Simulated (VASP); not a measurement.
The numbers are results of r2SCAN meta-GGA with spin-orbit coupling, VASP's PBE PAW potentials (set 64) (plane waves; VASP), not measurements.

A VASP calculation is set up with these files.

### KPOINTS_OPT
```
k-points along high-symmetry lines
7
Line-mode
Reciprocal
  0.000000   0.000000   0.000000 ! GAMMA
 -0.500000  -0.500000  -0.500000 ! T

 -0.500000  -0.500000  -0.500000 ! T
 -0.500000  -0.242531  -0.757469 ! H_2

 -0.242531   0.242531  -0.500000 ! H_0
  0.000000   0.000000  -0.500000 ! L

  0.000000   0.000000  -0.500000 ! L
  0.000000   0.000000   0.000000 ! GAMMA

  0.000000   0.000000   0.000000 ! GAMMA
  0.000000   0.371265  -0.371265 ! S_0

 -0.371265   0.000000  -0.628735 ! S_2
 -0.500000   0.000000  -0.500000 ! F

 -0.500000   0.000000  -0.500000 ! F
  0.000000   0.000000   0.000000 ! GAMMA
```

### POSCAR
```
PbSe
1
    2.1827676224     1.2602213025     3.5693461270
   -2.1827676224     1.2602213025     3.5693461270
    0.0000000000    -2.5204435791     3.5693461151
Pb Se
1 1
Direct
  0.7516851235   0.7516851235   0.7516851235
  0.2483148765   0.2483148765   0.2483148765
```

**INCAR**
```
ALGO = Normal
EDIFF = 1E-6
ENCUT = 400
GGA_COMPAT = .False.
ISMEAR = 0
LASPH = .True.
LCHARG = .False.
LMAXMIX = 4
LMIXTAU = .True.
LREAL = .False.
LSORBIT = .True.
LWAVE = .False.
MAGMOM = 0 0 0 0 0 0
METAGGA = R2SCAN
NELM = 100
PREC = Accurate
SIGMA = 0.05
SYSTEM = PbSe
```

File KPOINTS:
```
Automatic
0
G
7 7 7
```

POTCAR, in this order: Pb_d Se (PBE.64 set). Program: vasp_ncl.

What does the run give for the energy per atom (σ→0), band gap (over mesh and band path)?

```yaml
energy per atom (σ→0): -36.167 eV/atom
band gap (over mesh and band path): 0.25 eV
```

OSZICAR:
```
...
DAV:  12    -0.723321533886E+02   -0.18119E-02   -0.13003E-03  5080   0.370E-01    0.569E-02
DAV:  13    -0.723331787935E+02   -0.10254E-02   -0.38926E-04  5048   0.274E-01    0.355E-02
DAV:  14    -0.723337834943E+02   -0.60470E-03   -0.46546E-04  4724   0.215E-01    0.166E-02
DAV:  15    -0.723337715151E+02    0.11979E-04   -0.43829E-05  5368   0.632E-02    0.103E-02
DAV:  16    -0.723337785741E+02   -0.70590E-05   -0.22309E-05  5292   0.754E-02    0.496E-03
DAV:  17    -0.723337792582E+02   -0.68415E-06   -0.38006E-06  4572   0.171E-02
   1 F= -.72333779E+02 E0= -.72333779E+02  d E =-.317312E-18  mag=     0.0000     0.0000     0.0000
       N       E                     dE             ncg
```

The structure was generated: PbSe was put into the alpha-GeTe type (R3m), which need not be its known phase. It was relaxed first.
